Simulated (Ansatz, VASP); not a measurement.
# Cross-check of MgAu between VASP and Ansatz, part 2 of 2

Aim: how closely do two programs agree when they are given the same cell, functional and k mesh? The cell is taken from a series of runs on this material, whose earlier steps may have relaxed, scaled, displaced or heated it; both programs get it as it stands.

VASP 6.6.1 and Ansatz 0.2.0.

So far: Set-up; Ansatz: relaxation of cell and atoms, PBEsol; VASP: relaxation of cell and atoms, PBEsol; Comparison.

**5. VASP: zone-centre phonons, PBEsol**

Level of this step: PBEsol; plane waves and PAW (Mg, Au) (VASP).

Second derivatives magnify differences that forces hide, and they need a tight electronic threshold.

INCAR

```
SYSTEM = MgAu
PREC = Accurate
ENCUT = 600
EDIFF = 1E-08
NELM = 120
ISMEAR = 1
SIGMA = 0.2
LREAL = .FALSE.
ALGO = Normal
GGA = PS
NBANDS = 12
LASPH = .TRUE.
LORBIT = 11
LWAVE = .FALSE.
LCHARG = .FALSE.
ISIF = 2
IBRION = 8
GGA_COMPAT = .FALSE.
KPAR = 2
```

POSCAR

```
MgAu
1.0
    3.2574133609      0.0000000000      0.0000000000
    0.0000000000      3.2574133609      0.0000000000
    0.0000000000      0.0000000000      3.2574133609
Mg Au
1 1
Direct
    0.5000000000      0.5000000000      0.5000000000
    0.0000000000      0.0000000000      0.0000000000
```

KPOINTS

```
Automatic mesh
0
Gamma
16 16 16
0 0 0
```

Potentials, in the order of the species: Mg and Au (PBE family, release 64).

On the command line:

```
$ mpirun -np 2 vasp_std
```

Numbers of over 12 decimals in the logs are rounded to 6 here.

Log:

```text
[banner, memory and clock lines left out]
running    2 mpi-ranks, on    1 nodes
[...]
[... a notice as in an earlier step ...]

 LDA part: xc-table for (Slater+PW92), standard interpolation
 POSCAR, INCAR and KPOINTS ok, starting setup
[...]
entering main loop
       N       E                     dE             d eps       ncg     rms          rms(c)
DAV:   1     0.556740610864E+02    0.55674E+02   -0.63389E+03  4040   0.103E+03
DAV:   2    -0.631560840580E+01   -0.61990E+02   -0.57292E+02  4400   0.189E+02
DAV:   3    -0.749769273857E+01   -0.11821E+01   -0.11770E+01  4832   0.253E+01
DAV:   4    -0.750219344606E+01   -0.45007E-02   -0.45003E-02  4276   0.187E+00
[...]
DAV:  11    -0.685654116270E+01    0.96346E-07   -0.74120E-08  4688   0.238E-03    0.199E-03
DAV:  12    -0.685654121608E+01   -0.53376E-07   -0.84984E-09  3240   0.764E-04    0.196E-04
DAV:  13    -0.685654121529E+01    0.78512E-09   -0.53133E-10  2424   0.213E-04
   1 F= -.68565412E+01 E0= -.68565871E+01  d E =0.137763E-03
[...]
RMM:   8    -0.209385720549E-02   -0.36752E-07    0.37697E-10 16087   0.130E-04    0.492E-05
RMM:   9    -0.209390575633E-02   -0.48551E-07    0.99805E-10 16066   0.869E-05    0.312E-06
RMM:  10    -0.209391102603E-02   -0.52697E-08   -0.70657E-11 17043   0.171E-05    0.601E-06
 first order change of Fermi-energy   0.43437E-04
 force on displaced ion       1 direction 1 :  -3.351   0.000  -0.000
 Linear response progress:
  Degree of freedom:   2/  2
       N       E                     dE             d eps       ncg     rms          rms(c)
RMM:   1    -0.283953098134E+00   -0.28395E+00   -0.23748E-01 15494   0.400E+00
RMM:   2    -0.284682927915E+00   -0.72983E-03   -0.25589E-03 14907   0.405E-01    0.108E-01
RMM:   3    -0.284403359343E+00    0.27957E-03   -0.40325E-04 16204   0.133E-01    0.533E-02
RMM:   4    -0.284531784107E+00   -0.12842E-03   -0.30948E-04 16338   0.108E-01    0.120E-02
[...]
RMM:   9    -0.284508689181E+00   -0.76648E-06   -0.73742E-09 17002   0.261E-04    0.262E-05
RMM:  10    -0.284508490581E+00    0.19860E-06   -0.22544E-09 17165   0.818E-05    0.198E-06
RMM:  11    -0.284508489028E+00    0.15530E-08    0.16273E-10 17997   0.348E-05    0.151E-06
 first order change of Fermi-energy   0.37339E-03
 force on displaced ion       2 direction 1 :  -3.348  -0.000  -0.000
 Linear response finished
```

OUTCAR, selected parts (step 5):

```text
  Total       -0.0381567     -0.0381567     -0.0381567     -0.0000000     -0.0000000      0.0000000
  in kB       -1.7687334     -1.7687334     -1.7687334     -0.0000000     -0.0000000      0.0000000
  external PRESSURE =      -1.7687334 kB  Pullay stress =       0.0000000 kB

 POSITION                                       TOTAL-FORCE (eV/Angst)
 -----------------------------------------------------------------------------------
      1.62871      1.62871      1.62871         0.000000      0.000000      0.000000
      0.00000      0.00000      0.00000         0.000000      0.000000      0.000000
 -----------------------------------------------------------------------------------
    total drift:                                0.000000     -0.000000     -0.000000

[... 1 part as in an earlier step ...]

[... 1 further part left out ...]
```

**6. Ansatz: zone-centre phonons, PBEsol**

The same cell, functional, mesh and smearing now go to Ansatz, which takes its cutoff from its data sets.

The cell is taken from a series of runs on this material, whose earlier steps may have relaxed, scaled, displaced or heated it; both programs get it as it stands.

input.yaml

```yaml
crystal:
  lattice:
    - [3.2574133609, 0.0, 0.0]
    - [0.0, 3.2574133609, 0.0]
    - [0.0, 0.0, 3.2574133609]
  atoms:
    - { symbol: Mg, position: [0.5, 0.5, 0.5] }
    - { symbol: Au, position: [0.0, 0.0, 0.0] }
kpoints:
  mp_grid: { grid: [16, 16, 16] }
hamiltonian:
  xc: pbesol
  pseudopotentials: { kind: paw, azcp: { folder: soft_1 }, xc_functional: pbe }
scf:
  occupations: { method: methfessel_paxton, width: 0.2 }
output:
  eigenvalues: true
phonons:
  method: dfpt
```

On the command line:

```
$ ansatz run input.yaml --threads 4 --pin off --max-ram 10240MiB --backend cpu --events-out ev --progress --plain --runs-dir out
```

Log:

```text
[...]
Crystal: 2 atoms, lattice volume = 34.564 Å³
Basis set: ecut = 420 eV, 691 PW (Γ), exchange–correlation on 48×48×48 points (8 copies of the dense FFT grid, shifted against one another)
Bands: 19, of which v1, the nominal top of the filled ones, is band 15 counted from 1 (14 counted from 0)
Symmetry: 48 space group operations
k-points: 405 of 4096 (irreducible under 8 space group operations, time reversal used)
[...]
k mesh reduced under 8 symmetry operations, with k and −k counted as one. Each operation leaves every solved perturbation unchanged. A smaller set is not used because it would not reduce the number of displacements times k-points to solve
  ASR residual: 1.012e-5 → 0.000e0 eV/Å²; symmetrization residual: 5.551e-6 eV/Å²
  ASR residual per site (eV/Å²): 4.89e-6 1.01e-5
  Γ frequencies (cm⁻¹): 0.00 0.00 0.00 205.34 205.34 205.34
  non-analytic LO–TO correction: not included (Born effective charges unavailable; polar crystals: no LO–TO splitting at Γ)
[key lines of the parts left out:]
SCF converged after 10 iterations
Free energy (F): -14922.090065 eV
Fermi energy:    14.154705 eV
```

**7. Differences**

What differs besides the data sets and the points named for the pairs above, as far as they apply: the data sets hold 29 valence electrons in Ansatz (on its PAW soft_1 files) and 13 in VASP. Total energies have different zeros and are not compared.

Both answers:

```csv
quantity,Ansatz,VASP,difference
optical mode 1 to 3 (cm⁻¹),205.3,205.2,+0.06 %
```

Modes are paired by rising frequency, not by their patterns, so a pair may set unlike modes beside each other; they are those without the splitting of longitudinal modes.

**8. Summary of results**

| Item | Value |
| --- | --- |
| difference in volume (relaxation of cell and atoms, PBEsol) | 0.19 % |
| r.m.s. difference of the optical zone-centre modes, each program's sorted by frequency (zone-centre phonons, PBEsol) | 0.13 cm⁻¹ |

**Reading.** The difference in volume is 0.19 % (relaxation of cell and atoms, PBEsol), within the 1.2 % picked in this series as the mark of a large difference, as far as the stopping tolerances let one tell. The data sets hold unlike numbers of valence electrons (29 in Ansatz and 13 in VASP), so part of the differences comes from the potentials. How closely two codes agree says nothing of how well the functional describes the real material.

[Lines on the potential files, build, host, timing and source positions are cut from VASP's logs without a mark.]

[Logs are printed without paths, hosts, clocks, repeated set-up lines and the standing remarks that a program may print on its own settings, such as how far it seeks lower states.]

[Hosts, paths, dates, database ids (printed as entryN), source tags and the programs' standing remarks are cut or masked in the printed files.]
